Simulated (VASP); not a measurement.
```
HgS
1.0
    2.07184    -3.58853     0.00000
    2.07184     3.58853     0.00000
    0.00000     0.00000     9.42454
Hg S
3 3
Cartesian
  3.54319   1.04009   6.28303
  3.54319  -1.04009   3.14151
  1.20099   0.00000   0.00000
  1.04002  -1.80137   1.57076
  1.04002   1.80137   7.85378
  2.06364   0.00000   4.71227
```

Method: PBEsol GGA, VASP's PBE PAW potentials (set 64) (plane waves; VASP 6.6.1). Settings: 400 eV cut-off, Gaussian smearing of 0.050 eV, potentials Hg S.

Without a dispersion term in the relaxation, distances and binding between the weakly bound layers, chains or molecules are unreliable, and so is what depends on them. Unless said otherwise, spin-orbit coupling is left out, though it shifts the bands of the heavy elements here.

**Question.** Give the energies of bands 18 to 31 at the high-symmetry points, in eV from the valence-band maximum.

**Answer.** 
```tsv
band	Γ	M	K	A	L	H
18	-5.84	-5.25	-5.52	-5.82	-5.73	-5.71
19	-4.18	-4.57	-4.23	-4.31	-4.66	-4.27
20	-4.18	-4.34	-4.02	-3.21	-4.20	-4.06
21	-1.81	-3.88	-4.02	-3.21	-3.67	-4.06
22	-1.45	-2.64	-3.37	-1.44	-2.91	-2.62
23	-1.45	-2.54	-2.68	-1.32	-2.19	-2.62
24	-1.44	-2.12	-2.68	-1.32	-1.82	-2.06
25	-0.35	-1.15	-1.34	-0.08	-1.81	-2.04
26	-0.03	-0.78	-0.83	-0.04	-0.76	-2.04
27	-0.03	-0.67	-0.83	-0.04	-0.68	-0.57
28	1.22	1.56	2.32	2.12	1.85	2.56
29	3.14	2.80	2.63	2.12	2.46	3.27
30	3.14	2.92	2.63	2.85	3.04	3.27
31	4.83	3.37	5.51	4.61	3.99	4.90
```

The gap is indirect, 1.22 eV, from the valence maximum at A-L at 0.11 to the conduction minimum at Γ.

The compound is HgS in the cinnabar structure. It was relaxed first.
